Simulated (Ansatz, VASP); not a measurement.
**Cross-check of Ga7Sb7H18 (GaSb wire along [111], 14 atoms a period, H-terminated) between VASP and Ansatz**

Wanted: the spread between two codes on one cell, functional and k mesh. Of the first pair: The structure shown is the start of the Ansatz relaxation below; VASP solves that cell, so the two are compared at the walk's first step.

Method: plane waves, with VASP 6.6.1 beside it; single point at PBE, in Ansatz 0.2.0.

## (1) The starting structure

The cell holds 32 atoms: 7 Ga, 7 Sb and 18 H. Its edges and angles: a = 14.049 Å, b = 15.010 Å, c = 10.756 Å, α = 90.0°, β = 90.0°, γ = 90.0°. Vacuum lies along a and b. The structure's axis is c.

## (2) Ansatz: relaxation, PBE

Ansatz runs on its PAW soft_1 files.

The two programs are compared at the cell with which this relaxation starts, whose forces are those of its first step.

File input.yaml:

```yaml
crystal:
  lattice:
    - [14.049, 0.0, 0.0]
    - [0.0, 15.01, 0.0]
    - [0.0, 0.0, 10.756035515]
  atoms:
    - { symbol: Ga, position: [0.499995414, 0.494660904, 0.0] }
    - { symbol: Sb, position: [0.499995414, 0.494660904, 0.25] }
    - { symbol: H, position: [0.251890129, 0.459831337, 0.284368576] }
    - { symbol: H, position: [0.343716209, 0.310966752, 0.284368576] }
    - { symbol: H, position: [0.408169334, 0.713184623, 0.284368576] }
    - { symbol: H, position: [0.591821494, 0.713184623, 0.284368576] }
    - { symbol: H, position: [0.656274619, 0.310966752, 0.284368576] }
    - { symbol: H, position: [0.748100699, 0.459831337, 0.284368576] }
    - { symbol: Ga, position: [0.343716209, 0.410209809, 0.333333333] }
    - { symbol: Ga, position: [0.499995414, 0.663563095, 0.333333333] }
    - { symbol: Ga, position: [0.656274619, 0.410209809, 0.333333333] }
    - { symbol: Sb, position: [0.343716209, 0.410209809, 0.583333333] }
    - { symbol: Sb, position: [0.499995414, 0.663563095, 0.583333333] }
    - { symbol: Sb, position: [0.656274619, 0.410209809, 0.583333333] }
    - { symbol: H, position: [0.251890129, 0.628733528, 0.61770191] }
    - { symbol: H, position: [0.499995414, 0.226515656, 0.61770191] }
    - { symbol: H, position: [0.748100699, 0.628733528, 0.61770191] }
    - { symbol: H, position: [0.242010107, 0.355249255, 0.63756645] }
    - { symbol: H, position: [0.499995414, 0.773484202, 0.63756645] }
    - { symbol: H, position: [0.757980721, 0.355249255, 0.63756645] }
    - { symbol: Ga, position: [0.343716209, 0.579111999, 0.666666667] }
    - { symbol: Ga, position: [0.499995414, 0.325758713, 0.666666667] }
    - { symbol: Ga, position: [0.656274619, 0.579111999, 0.666666667] }
    - { symbol: Sb, position: [0.343716209, 0.579111999, 0.916666667] }
    - { symbol: Sb, position: [0.499995414, 0.325758713, 0.916666667] }
    - { symbol: Sb, position: [0.656274619, 0.579111999, 0.916666667] }
    - { symbol: H, position: [0.242010107, 0.524151446, 0.970899784] }
    - { symbol: H, position: [0.343716209, 0.689033107, 0.970899784] }
    - { symbol: H, position: [0.398289313, 0.27079816, 0.970899784] }
    - { symbol: H, position: [0.601701515, 0.27079816, 0.970899784] }
    - { symbol: H, position: [0.656274619, 0.689033107, 0.970899784] }
    - { symbol: H, position: [0.757980721, 0.524151446, 0.970899784] }
kpoints:
  mp_grid: { grid: [1, 1, 8] }
scf:
  occupations: { method: fermi_dirac, width: 0.05 }
hamiltonian:
  xc: pbe
  pseudopotentials: { kind: paw, azcp: { folder: soft_1 } }
relax:
  cell: { fix: [a, b, alpha, beta, gamma] }
  max_steps: 45
  f_tol: 0.03
```

Launch:

```
ansatz run input.yaml --threads 4 --pin off --max-ram 16384MiB --backend cpu --events-out ev --progress --plain --runs-dir out
```

Numbers of over 12 decimals in the logs are rounded to 6 here.

The program printed:

```text
Engine: ansatz 0.2.0, aarch64-unknown-linux-gnu
Pseudopotentials: kind: paw
Pseudopotential: Ga, paw, valence charge 13, recommended cutoff 420 eV (normal), soft_1/Ga.paw.azcp
Pseudopotential: Sb, paw, valence charge 15, recommended cutoff 420 eV (normal), soft_1/Sb.paw.azcp
Pseudopotential: H, paw, valence charge 1, recommended cutoff 420 eV (normal), soft_1/H.paw.azcp
Functional definition: PBE
  parameter kappa = 0.804
  parameter beta = 0.066725
  exchange = pbe_x(kappa = kappa, mu = beta*pi^2/3)
  correlation = pbe_c(beta = beta)
Crystal: 32 atoms, lattice volume = 2268.184 Å³
Basis set: ecut = 420 eV, 44335 PW (Γ), exchange–correlation on 192×216×144 points (8 copies of the dense FFT grid, shifted against one another)
Bands: 139, of which v1, the nominal top of the filled ones, is band 107 counted from 1 (106 counted from 0)
Symmetry: 2 space group operations
Space group: Pm (ITA 6), of the structure as read, at distance tolerance 1.3e-4 Å
k-points: 5 of 8 (time reversal used)
Non-local potential: Ga, projectors of the file, l = 0: 2, l = 1: 2, l = 2: 3, l = 3: 1
Non-local potential: Sb, projectors of the file, l = 0: 2, l = 1: 2, l = 2: 2, l = 3: 1
Non-local potential: H, projectors of the file, l = 0: 2, l = 1: 1
PAW form: soft (Blöchl's): semilocal exchange-correlation on the pseudo side does not see the compensation charge
PAW one-centre angular grid: Ga, 590 points (default); XC on 64 Gauss nodes
PAW one-centre angular grid: Sb, 590 points (default); XC on 64 Gauss nodes
PAW one-centre angular grid: H, 110 points (default); XC on 64 Gauss nodes
Initial density: superposition of atomic densities (neutral atoms: chi_scale 0, normalization atom)
Initial wavefunctions: pseudopotential atomic-orbital guess
Functional: x = pbe(κ = 0.804, μ = 0.219515), c = pbe(β = 0.066725)
SCF iter   1: F=—  HF=-72158.629999 eV  |F-HF|=—  |Δ(HF+E_count)|=         —  Δρ=2.78e-2  dr2=1.89e1  ethr=3.10e-3  ⟨swp⟩=7.2  Hψ=3129  notcnv=0  defer=23
preconditioner: auto → Resta (q_TF=auto, 1.841 Å⁻¹)  ε∞=1.5  [insulator: Δε(μ)=2.623 eV  Ē_g=13.253 eV  σ=0.050 eV  W_gap=1.00  n_scr=246 (ndim 8)  ℏωp=9.4 eV  f_vac=0.654  D(μ)=0.00/eV (n_scr^D=0)  ε∞_Penn≈1.5  vacuum switching on, ρ_ref=1.3e-2 e/Å³]
SCF iter   2: F=—  HF=-72153.322603 eV  |F-HF|=—  |Δ(HF+E_count)|=    5.31e0  Δρ=1.07e-2  dr2=2.99e0  ethr=3.10e-3  ⟨swp⟩=3.2  Hψ=1219  notcnv=0  defer=116
SCF iter   3: F=—  HF=-72152.763647 eV  |F-HF|=—  |Δ(HF+E_count)|=   5.59e-1  Δρ=3.86e-3  dr2=8.47e-1  ethr=1.40e-3  ⟨swp⟩=3.2  Hψ=1021  notcnv=0  defer=118
SCF iter   4: F=—  HF=-72152.578998 eV  |F-HF|=—  |Δ(HF+E_count)|=   1.85e-1  Δρ=1.26e-3  dr2=3.14e-2  ethr=3.96e-4  ⟨swp⟩=4.0  Hψ=1044  notcnv=0  defer=118
SCF iter   5: F=—  HF=-72152.581639 eV  |F-HF|=—  |Δ(HF+E_count)|=   2.64e-3  Δρ=4.45e-4  dr2=3.47e-3  ethr=1.47e-5  ⟨swp⟩=2.0  Hψ=1194  notcnv=0  defer=123
SCF iter   6: F=—  HF=-72152.581749 eV  |F-HF|=—  |Δ(HF+E_count)|=   1.10e-4  Δρ=1.56e-4  dr2=4.79e-4  ethr=1.62e-6  ⟨swp⟩=2.0  Hψ=932  notcnv=0  defer=123
SCF iter   7: F=—  HF=-72152.581915 eV  |F-HF|=—  |Δ(HF+E_count)|=   1.66e-4  Δρ=4.96e-5  dr2=5.74e-5  ethr=2.24e-7  ⟨swp⟩=2.0  Hψ=932  notcnv=0  defer=123
SCF iter   8: F=—  HF=-72152.582104 eV  |F-HF|=—  |Δ(HF+E_count)|=   1.89e-4  Δρ=1.34e-5  dr2=4.86e-6  ethr=2.68e-8  ⟨swp⟩=2.0  Hψ=907  notcnv=0  defer=123
SCF iter   9: F=—  HF=-72152.582106 eV  |F-HF|=—  |Δ(HF+E_count)|=   2.27e-6  Δρ=5.37e-6  dr2=5.61e-7  ethr=2.27e-9  ⟨swp⟩=2.0  Hψ=922  notcnv=0  defer=123
SCF iter  10: F=-72152.582107 eV  HF=-72152.582107 eV  |F-HF|=4.53e-8  |Δ(HF+E_count)|=   1.03e-6  Δρ=1.74e-6  dr2=8.65e-8  ethr=4.67e-11  ⟨swp⟩=5.0  Hψ=2315  notcnv=0
SCF 1 converged in 10 iterations: F = -72152.582107 eV  dr2 = 8.65e-8
  greatest PAW one-centre occupation: 0.995 electrons in one spin orbital (limit 2), on the Sb atom at site 25 (counted from 0), in its partial waves of l = 2
relax step   1: F+E_penalty+E_count = -72152.58210724 eV  Δ(F+E_penalty+E_count) = +0.000e0 eV  max|allowed force component| = 1.279e0 eV/Å  Δτ_max = 0.0000 Å  P = -0.331 GPa  Ω = 2268.184 Å³  fix = [a, b, alpha, beta, gamma]  reactions: a -0.437, b -0.440 GPa; alpha -0.001 GPa/rad  (10 SCF iters, dr2 threshold 1.00e-7 eV, accepted)
[...]
relax step   6: F+E_penalty+E_count = -72153.86153456 eV  Δ(F+E_penalty+E_count) = -3.880e-3 eV  max|allowed force component| = 1.982e-2 eV/Å  Δτ_max = 0.0301 Å  P = +0.005 GPa  Ω = 2270.873 Å³  energy of the carried Pulay correction = -2.703e-4 eV  fix = [a, b, alpha, beta, gamma]  reactions: a +0.002, b -0.001 GPa; alpha -0.000 GPa/rad  (6 SCF iters, dr2 threshold 3.32e-7 eV, accepted)
[...]
relax step   7: F+E_penalty+E_count = -72153.86178926 eV  Δ(F+E_penalty+E_count) = -2.547e-4 eV  max|allowed force component| = 1.979e-2 eV/Å  Δτ_max = 0.0000 Å  P = +0.005 GPa  Ω = 2270.873 Å³  fix = [a, b, alpha, beta, gamma]  reactions: a +0.002, b -0.001 GPa; alpha -0.000 GPa/rad  stress off target by 1.38e-2 GPa on what of the cell is left free  SCF on the basis re-selected at this cell (its energy is not comparable with the rows above)  (6 SCF iters)
basis re-selected at this cell: Δ(F+E_penalty+E_count) = -2.547e-4 eV, ΔP = +0.000 GPa vs the last step (what re-selecting the basis moved, of the pressure what is left beyond the Pulay correction that the steps carried, after the strain that the cell walked since its last selection, with what the two solves' SCF thresholds leave and, on support functions, any second-order correction that the steps lacked; it is no m [...]
SCF converged after 6 iterations
Free energy (F): -72153.861789 eV
Harris-Foulkes:  -72153.861789 eV  (|F-HF|=2.27e-7)
Internal energy: -72153.861789 eV  (E = F + TS)
E sigma→0 (E₀):  -72153.861789 eV
Fermi energy:    -2.033419 eV
--- Per-component energies (eV) ---
  E_band       = -3879.545490
  E_kinetic    = 2148.202474
  E_local      = -81007.975384  (includes V_loc(G=0)·N_el)
  E_nonlocal   = 2097.608503
  E_hartree    = 39740.894520
  E_xc         = -1276.975378
  E_vxc        = -1209.707246  (∫ρ·V_xc dr)
  E_paw        = -45772.697769  (= ΣΔE_a)
  E_vpaw       = -5389.446033  (= ΣTr[D̂ρ^β])
  E_aug_tail   = -0.016983  (compensation charges beyond the density's cutoff)
  E_ewald      = 11917.098228
  E_smearing   = -0.000000  (= −TS)
  E_closure    = 0.000000  (closes the sum)
  Σ components = -72153.861789   (vs F -72153.861789, Δ=0.00e0)
--- Forces (eV/Å), atoms counted from 1 ---
  atom   1  Ga    -0.00000000     0.00000705    -0.00817678
  atom   2  Sb     0.00000000    -0.00003279     0.01978998
  atom   3  H      0.00292550     0.00099905    -0.00376161
  atom   4  H      0.00248886     0.00205414    -0.00364379
  atom   5  H      0.00058452    -0.00323860    -0.00374883
  atom   6  H     -0.00058452    -0.00323860    -0.00374883
  atom   7  H     -0.00248886     0.00205414    -0.00364379
  atom   8  H     -0.00292550     0.00099905    -0.00376161
  atom   9  Ga     0.00291032     0.00175838     0.00050760
  atom  10  Ga    -0.00000000    -0.00324738     0.00053029
  atom  11  Ga    -0.00291032     0.00175838     0.00050760
  atom  12  Sb    -0.00541013    -0.00319958     0.00033796
  atom  13  Sb     0.00000000     0.00644001     0.00040927
  atom  14  Sb     0.00541013    -0.00319958     0.00033796
  atom  15  H      0.00547816    -0.00316549    -0.00127172
  atom  16  H      0.00000000     0.00622097    -0.00124326
  atom  17  H     -0.00547816    -0.00316549    -0.00127172
  atom  18  H     -0.00250580    -0.00144260    -0.00145370
  atom  19  H      0.00000000     0.00296543    -0.00149430
  atom  20  H      0.00250580    -0.00144260    -0.00145370
  atom  21  Ga    -0.00903350     0.00517903    -0.00710613
  atom  22  Ga    -0.00000000    -0.01031026    -0.00711660
  atom  23  Ga     0.00903350     0.00517903    -0.00710613
  atom  24  Sb     0.01052008    -0.00606763     0.00851716
  atom  25  Sb     0.00000000     0.01226058     0.00838876
  atom  26  Sb    -0.01052008    -0.00606763     0.00851716
  atom  27  H     -0.00400680    -0.00458452     0.00200217
  atom  28  H      0.00191576     0.00580622     0.00203103
  atom  29  H     -0.00602000    -0.00124994     0.00204546
  atom  30  H      0.00602000    -0.00124994     0.00204546
  atom  31  H     -0.00191576     0.00580622     0.00203103
  atom  32  H      0.00400680    -0.00458452     0.00200217
  max |Σ_I F_I| component: 1.45e-6 eV/Å
--- Stress (GPa, compression-positive) ---
        0.002025      -0.000000       0.000000
       -0.000000      -0.000674       0.000209
        0.000000       0.000209       0.013799
  P = ⅓ Tr σ = 0.0051 GPa (0.051 kbar)
--- Relaxed structure (6 steps of the walk, 6 accepted, 1 SCFs on fresh bases) ---
  F+E_penalty+E_count = -72153.86178926 eV   max|allowed force component| = 1.979e-2 eV/Å   (the final SCF, on the basis selected at the relaxed cell)
  cell:  # Å, volume = 2270.8725 Å³
    - [14.049, 0, 0]
    - [0, 15.01, 0]
    - [0, 0, 10.768784]
  atoms:
    - { symbol: Ga, position: [0.499995, 0.494680, 0.032471] }
    - { symbol: Sb, position: [0.499995, 0.494657, 0.274888] }
    - { symbol: H, position: [0.249121, 0.465535, 0.285921] }
    - { symbol: H, position: [0.347694, 0.305806, 0.285961] }
    - { symbol: H, position: [0.401450, 0.712546, 0.285890] }
    - { symbol: H, position: [0.598540, 0.712546, 0.285890] }
    - { symbol: H, position: [0.652296, 0.305806, 0.285961] }
    - { symbol: H, position: [0.750870, 0.465535, 0.285921] }
    - { symbol: Ga, position: [0.336430, 0.406237, 0.321507] }
    - { symbol: Ga, position: [0.499995, 0.671467, 0.321489] }
    - { symbol: Ga, position: [0.663561, 0.406237, 0.321507] }
    - { symbol: Sb, position: [0.350267, 0.413751, 0.574586] }
    - { symbol: Sb, position: [0.499995, 0.656536, 0.574564] }
    - { symbol: Sb, position: [0.649724, 0.413751, 0.574586] }
    - { symbol: H, position: [0.246632, 0.631543, 0.627126] }
    - { symbol: H, position: [0.499995, 0.220840, 0.627138] }
    - { symbol: H, position: [0.753359, 0.631543, 0.627126] }
    - { symbol: H, position: [0.254938, 0.362257, 0.643838] }
    - { symbol: H, position: [0.499995, 0.759546, 0.643821] }
    - { symbol: H, position: [0.745053, 0.362257, 0.643838] }
    - { symbol: Ga, position: [0.341099, 0.580559, 0.656659] }
    - { symbol: Ga, position: [0.499995, 0.322913, 0.656698] }
    - { symbol: Ga, position: [0.658892, 0.580559, 0.656659] }
    - { symbol: Sb, position: [0.354942, 0.573069, 0.908627] }
    - { symbol: Sb, position: [0.499995, 0.337889, 0.908654] }
    - { symbol: Sb, position: [0.645048, 0.573069, 0.908627] }
    - { symbol: H, position: [0.252720, 0.530510, 0.971226] }
    - { symbol: H, position: [0.343193, 0.677196, 0.971249] }
    - { symbol: H, position: [0.409515, 0.276301, 0.971258] }
    - { symbol: H, position: [0.590476, 0.276301, 0.971258] }
    - { symbol: H, position: [0.656797, 0.677196, 0.971249] }
    - { symbol: H, position: [0.747271, 0.530510, 0.971226] }
```

Reading the cycles: dr2 is the Hartree energy of the density residual (eV), the measure of convergence; HF is the Harris–Foulkes estimate of the energy, which meets the free energy F at convergence.

## (3) VASP: single point, PBE, start cell, pair 1

The same cell, functional, mesh and smearing now go to VASP, with its own data sets.

Lines of VASP's logs that name or quote its potential files are left out, and so is its time.

File INCAR:

```
SYSTEM = Ga7Sb7H18
PREC = Accurate
ENCUT = 400
EDIFF = 1E-06
NELM = 120
ISMEAR = -1
SIGMA = 0.05
LREAL = Auto
ALGO = Normal
GGA = PE
NBANDS = 96
LORBIT = 11
LWAVE = .FALSE.
LCHARG = .FALSE.
ISIF = 2
LASPH = .TRUE.
GGA_COMPAT = .FALSE.
EFERMI = MIDGAP
KPAR = 4
```

File POSCAR:

```
Ga7Sb7H18
1.0
   14.0490000000      0.0000000000      0.0000000000
    0.0000000000     15.0100000000      0.0000000000
    0.0000000000      0.0000000000     10.7560360000
Ga Sb H
7 7 18
Direct
    0.4999954445      0.4946608927      0.0000000000
    0.3437162432      0.4102097935      0.3333333023
    0.4999954445      0.6635630913      0.3333333023
    0.6562746458      0.4102097935      0.3333333023
    0.3437162432      0.5791119920      0.6666666047
    0.4999954445      0.3257586942      0.6666666047
    0.6562746458      0.5791119920      0.6666666047
    0.4999954445      0.4946608927      0.2500000000
    0.3437162432      0.4102097935      0.5833333023
    0.4999954445      0.6635630913      0.5833333023
    0.6562746458      0.4102097935      0.5833333023
    0.3437162432      0.5791119920      0.9166666047
    0.4999954445      0.3257586942      0.9166666047
    0.6562746458      0.5791119920      0.9166666047
    0.2518901345      0.4598313125      0.2843686094
    0.3437162432      0.3109667555      0.2843686094
    0.4081693714      0.7131846103      0.2843686094
    0.5918215175      0.7131846103      0.2843686094
    0.6562746458      0.3109667555      0.2843686094
    0.7481007545      0.4598313125      0.2843686094
    0.2518901345      0.6287335110      0.6177019117
    0.4999954445      0.2265156562      0.6177019117
    0.7481007545      0.6287335110      0.6177019117
    0.2420101430      0.3552492338      0.6375663860
    0.4999954445      0.7734842105      0.6375663860
    0.7579807460      0.3552492338      0.6375663860
    0.2420101430      0.5241514324      0.9708997813
    0.3437162432      0.6890331113      0.9708997813
    0.3982893444      0.2707981346      0.9708997813
    0.6017015446      0.2707981346      0.9708997813
    0.6562746458      0.6890331113      0.9708997813
    0.7579807460      0.5241514324      0.9708997813
```

File KPOINTS:

```
Automatic mesh
0
Gamma
1 1 8
0 0 0
```

The projector-augmented-wave data sets are Ga_d, Sb and H (PBE family, release 64).

Launch:

```
mpirun -np 4 vasp_std
```

The program printed:

```text
[banner, memory and clock lines left out]
running    4 mpi-ranks, on    1 nodes
[...]
LDA part: xc-table for (Slater+PW92), standard interpolation
 POSCAR, INCAR and KPOINTS ok, starting setup
[...]
entering main loop
       N       E                     dE             d eps       ncg     rms          rms(c)
DAV:   1     0.778818732199E+03    0.77882E+03   -0.47173E+04  1176   0.937E+02
DAV:   2    -0.143201205099E+02   -0.79314E+03   -0.77037E+03  1320   0.231E+02
DAV:   3    -0.104617636247E+03   -0.90298E+02   -0.89729E+02  1168   0.834E+01
DAV:   4    -0.110044762569E+03   -0.54271E+01   -0.54157E+01  1344   0.242E+01
[...]
DAV:  23    -0.103731770770E+03   -0.78006E-05   -0.10730E-06   904   0.438E-03    0.166E-03
DAV:  24    -0.103731774616E+03   -0.38463E-05   -0.40516E-07   672   0.227E-03    0.807E-04
DAV:  25    -0.103731775280E+03   -0.66384E-06   -0.13625E-07   808   0.193E-03
   1 F= -.10373178E+03 E0= -.10373178E+03  d E =-.121302E-08
```

Parts of OUTCAR (step 3):

```text
  Total       -6.9720329     -6.9525096     -2.7991291      0.0000000      0.0183582      0.0000000
  in kB       -4.9248347     -4.9110440     -1.9772208      0.0000000      0.0129677      0.0000000
  external PRESSURE =      -3.9376998 kB  Pullay stress =       0.0000000 kB

 POSITION                                       TOTAL-FORCE (eV/Angst)
 -----------------------------------------------------------------------------------
      7.02444      7.42486      0.00000         0.000000      0.000022      1.274284
      4.82887      6.15725      3.58534        -0.360957     -0.207390     -0.807122
      7.02444      9.96008      3.58534         0.000000      0.414319     -0.806183
      9.22000      6.15725      3.58534         0.360957     -0.207390     -0.807122
      4.82887      8.69247      7.17069        -0.474223      0.274297     -0.360509
      7.02444      4.88964      7.17069         0.000000     -0.544111     -0.357453
      9.22000      8.69247      7.17069         0.474223      0.274297     -0.360509
      7.02444      7.42486      2.68901         0.000000      0.003899      0.737042
      4.82887      6.15725      6.27435         0.357180      0.217328      0.146651
      7.02444      9.96008      6.27435         0.000000     -0.411913      0.151969
      9.22000      6.15725      6.27435        -0.357180      0.217328      0.146651
      4.82887      8.69247      9.85970         0.085980     -0.057136     -0.416263
      7.02444      4.88964      9.85970         0.000000      0.092553     -0.421779
      9.22000      8.69247      9.85970        -0.085980     -0.057136     -0.416263
[...]
-----------------------------------------------------------------------------------
    total drift:                               -0.000012      0.000958     -0.001199

  FREE ENERGIE OF THE ION-ELECTRON SYSTEM (eV)
  ---------------------------------------------------
  free  energy   TOTEN  =      -103.7317752801 eV

  energy  without entropy=     -103.7317752789  energy(sigma->0) =     -103.73177528

[... 3 further parts left out ...]
[key lines of the parts left out:]
E-fermi :  -2.6843
```

## (4) Differences

Known differences besides the potentials themselves: the data sets hold 214 valence electrons in Ansatz (on its PAW soft_1 files) and 144 in VASP; the cutoff is 420 eV in Ansatz and 400 eV in VASP (PREC = Accurate, projectors in real space). Total energies have different zeros and are not compared.

Forces on 10 of the 32 atoms, those with the largest forces and the largest differences (eV/Å; atoms numbered as in POSCAR):

```tsv
atom	Ansatz x, y, z	VASP x, y, z
Ga1	0.000, 0.000, 1.279	0.000, 0.000, 1.274
Ga2	-0.347, -0.198, -0.803	-0.361, -0.207, -0.807
Ga3	0.000, 0.399, -0.801	0.000, 0.414, -0.806
Ga4	0.347, -0.198, -0.803	0.361, -0.207, -0.807
Sb8	0.000, -0.001, 0.728	0.000, 0.004, 0.737
Sb9	0.286, 0.164, 0.197	0.357, 0.217, 0.147
Sb11	-0.286, 0.164, 0.197	-0.357, 0.217, 0.147
Sb14	-0.018, -0.009, -0.365	-0.086, -0.057, -0.416
H28	-0.191, -0.656, 0.073	-0.195, -0.580, 0.103
H31	0.191, -0.656, 0.073	0.195, -0.580, 0.103
```

The forces differ by 36 meV/Å r.m.s., which is 10.9 % of the r.m.s. force of 0.330 eV/Å (both taken over all components).

[end of part 1 of 2]

[Lines on the potential files, build, host, timing and source positions are cut from VASP's logs without a mark.]

[Logs are printed without paths, hosts, clocks, repeated set-up lines and the standing remarks that a program may print on its own settings, such as how far it seeks lower states.]

[Hosts, paths, dates, database ids (printed as entryN), source tags and the programs' standing remarks are cut or masked in the printed files.]
